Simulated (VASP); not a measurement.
Calculation: r2SCAN+rVV10, VASP's PBE PAW potentials (set 64) (plane waves; VASP).

A VASP calculation is set up with these files.

File KPOINTS:
```
Automatic mesh
0
Gamma
10 10 10
0 0 0
```

**INCAR**
```
SYSTEM = LiH
PREC = Accurate
ENCUT = 520
EDIFF = 1E-6
NELM = 100
ALGO = Normal
LREAL = .FALSE.
LASPH = .TRUE.
ISMEAR = 0
SIGMA = 0.05
METAGGA = R2SCAN
LUSE_VDW = .TRUE.
BPARAM = 11.95
CPARAM = 0.0093
LMIXTAU = .TRUE.
LWAVE = .FALSE.
LCHARG = .FALSE.
IBRION = 2
ISIF = 3
NSW = 60
EDIFFG = -0.01
```

POSCAR:
```
LiH
1
    0.0000000000     1.9924606372     1.9924606372
    1.9924606372    -0.0000000000     1.9924606372
    1.9924606372     1.9924606372    -0.0000000000
Li H
1 1
Direct
  0.0000000000   0.0000000000   0.0000000000
  0.5000000000   0.5000000000   0.5000000000
```

POTCAR, in this order: Li_sv H (PBE.64 set). Program: vasp_std.

What VASP printed:

OSZICAR:
```
       N       E                     dE             d eps       ncg     rms          rms(c)
DAV:   1    -0.215073309768E+01   -0.21507E+01   -0.16526E+03   564   0.626E+02
DAV:   2    -0.719338997319E+01   -0.50427E+01   -0.50427E+01   792   0.729E+01
DAV:   3    -0.730662271169E+01   -0.11323E+00   -0.11323E+00   672   0.990E+00
DAV:   4    -0.730829131640E+01   -0.16686E-02   -0.16686E-02   774   0.111E+00
DAV:   5    -0.730829724353E+01   -0.59271E-05   -0.59271E-05   702   0.577E-02    0.272E+00
DAV:   6    -0.676813556862E+01    0.54016E+00   -0.18711E-01   858   0.374E+00    0.182E+00
DAV:   7    -0.704370023361E+01   -0.27556E+00   -0.91585E-01   768   0.490E+00    0.106E+00
DAV:   8    -0.655968537913E+01    0.48401E+00   -0.22574E-01   582   0.453E+00    0.251E-01
DAV:   9    -0.668866753847E+01   -0.12898E+00   -0.83733E-02   576   0.365E+00    0.985E-02
DAV:  10    -0.671102467322E+01   -0.22357E-01   -0.27025E-02   576   0.140E+00    0.118E-01
DAV:  11    -0.671099936761E+01    0.25306E-04   -0.10748E-03   738   0.326E-01    0.421E-02
DAV:  12    -0.671079712362E+01    0.20224E-03   -0.11889E-04   582   0.162E-01    0.255E-02
DAV:  13    -0.671097503366E+01   -0.17791E-03   -0.16851E-04   564   0.142E-01    0.319E-03
DAV:  14    -0.671098972759E+01   -0.14694E-04   -0.13613E-05   606   0.471E-02    0.137E-03
DAV:  15    -0.671099012807E+01   -0.40049E-06   -0.12305E-06   666   0.107E-02
   1 F= -.67109901E+01 E0= -.67109901E+01  d E =-.671099E+01
```

**OUTCAR**
```
------------------------ aborting loop because EDIFF is reached ----------------------------------------
  FORCE on cell =-STRESS in cart. coord.  units (eV):
  Direction    XX          YY          ZZ          XY          YZ          ZX
  --------------------------------------------------------------------------------------
  Total       -0.0160855     -0.0160855     -0.0160855     -0.0000000      0.0000000     -0.0000000
  in kB       -1.6290889     -1.6290889     -1.6290889     -0.0000000      0.0000000     -0.0000000
  external PRESSURE =      -1.6290889 kB  Pullay stress =       0.0000000 kB
  volume of cell :       15.82
      direct lattice vectors                 reciprocal lattice vectors
     0.000000000  1.992460637  1.992460637    -0.250945986  0.250945986  0.250945986
     1.992460637  0.000000000  1.992460637     0.250945986 -0.250945986  0.250945986
     1.992460637  1.992460637  0.000000000     0.250945986  0.250945986 -0.250945986
  FREE ENERGIE OF THE ION-ELECTRON SYSTEM (eV)
  ---------------------------------------------------
  free  energy   TOTEN  =        -6.7109901281 eV

  energy  without entropy=       -6.7109901281  energy(sigma->0) =       -6.71099013

 reached required accuracy - stopping structural energy minimisation
```
(Selected blocks of OUTCAR.)

The compound is LiH in the rock salt structure. It was relaxed first, which changed the volume by -7 %. The start is the result of an earlier pass.
